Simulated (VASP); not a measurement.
# ZrPbO3 (space group Amm2): computed properties

Calculation: r2SCAN meta-GGA, VASP's PBE PAW potentials (set 64) (plane waves; VASP).

```
Property                                                                                                          Result
---------------------------------------------  -------------------------------------------------------------------------
space group                                                                                                    Amm2 (38)
cell                                           a = 4.138 Å, b = 5.890 Å, c = 6.031 Å, α = 90.00°, β = 90.00°, γ = 90.00°
volume per atom                                                                                            14.70 Å³/atom
band gap (over mesh and band path)                                                                               3.11 eV
smallest direct gap (over mesh and band path)                                                                    3.36 eV
band-edge character                                                                                     indirect, Z to S
density                                                                                                       7.83 g/cm³
mean ε∞ (independent particles)                                                                                     5.53
```

Space group Amm2 (No. 38); a = 4.138 Å, b = 5.890 Å, c = 6.031 Å, α = β = γ = 90.00°

```json
[
 {"atom": "Zr", "site": "2b", "symmetry": "mm2", "x": "0.5000", "y": "0.5000", "z": "0.0074"},
 {"atom": "Pb", "site": "2a", "symmetry": "mm2", "x": "0.0000", "y": "0.0000", "z": "0.9485"},
 {"atom": "O", "site": "4e", "symmetry": "m..", "x": "0.5000", "y": "0.2661", "z": "0.2963"},
 {"atom": "O", "site": "2a", "symmetry": "mm2", "x": "0.0000", "y": "0.0000", "z": "0.5585"}
]
```
(The calculation used a cell of 5 atoms; values per cell refer to that cell.)

Unless said otherwise, spin-orbit coupling is left out, though it shifts the bands of the heavy elements here.

The structure comes from a computed database's ZrPbO3 entry (Amm2); how it stands against other phases isn't given here. It was relaxed first. Symmetry was kept, so distortions that lower it aren't found.
